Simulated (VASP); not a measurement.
Data:

```xyz
8
Lattice="0.0000 2.2663 2.2663 2.2663 0.0000 2.2663 9.0710 9.0710 -0.0057" Properties=species:S:1:pos:R:3 pbc="T T T"
Zr     9.0624     9.0624     0.0028
Zr     2.2677     4.5341     2.2649
Zr     6.8104     6.8104     4.5213
N      2.2586     2.2586     2.2740
N      4.5432     4.5432     2.2558
N      6.8114     6.8114     2.2539
N      9.0614     9.0614     2.2703
Sc     6.8032     9.0696     2.2621
```

The numbers are results of PBEsol GGA, VASP's PBE PAW potentials (set 64) (plane waves; VASP), not measurements. Settings: 520 eV cut-off, Gaussian smearing of 0.050 eV, potentials Zr_sv N Sc_sv.

Give the energies of bands 26 to 39 at the high-symmetry points, in eV from the Fermi level.

```csv
band,Γ,T,H2,L,S0,F
26,-4.44,-4.80,-4.95,-4.76,-4.96,-4.97
27,-4.44,-3.53,-4.91,-4.75,-4.92,-4.47
28,-3.87,-3.31,-4.67,-4.56,-4.67,-4.42
29,-3.87,-3.04,-4.45,-4.20,-4.45,-4.32
30,-2.27,-3.04,-4.45,-3.77,-4.45,-3.90
31,-2.23,-2.92,-4.14,-3.31,-4.14,-3.03
32,-2.23,-2.92,-4.11,-3.22,-4.12,-2.88
33,-0.10,0.14,0.84,-1.91,0.81,-2.83
34,-0.07,0.15,0.89,-1.55,1.05,-0.24
35,-0.07,0.15,1.27,1.78,1.13,0.13
36,1.05,0.61,1.71,2.12,1.69,3.37
37,1.23,0.70,2.02,3.43,1.93,3.39
38,1.31,0.70,2.08,3.53,2.34,3.39
39,1.31,2.24,2.90,3.55,2.57,3.58
```

It has no gap at this level: it comes out as a metal or semimetal.

The structure was generated: ScZr3N4 was put into an ordered model structure (R-3m), which need not be its known phase. It was relaxed first. The electron count is odd and the run is not spin-polarised, which forces a metal.
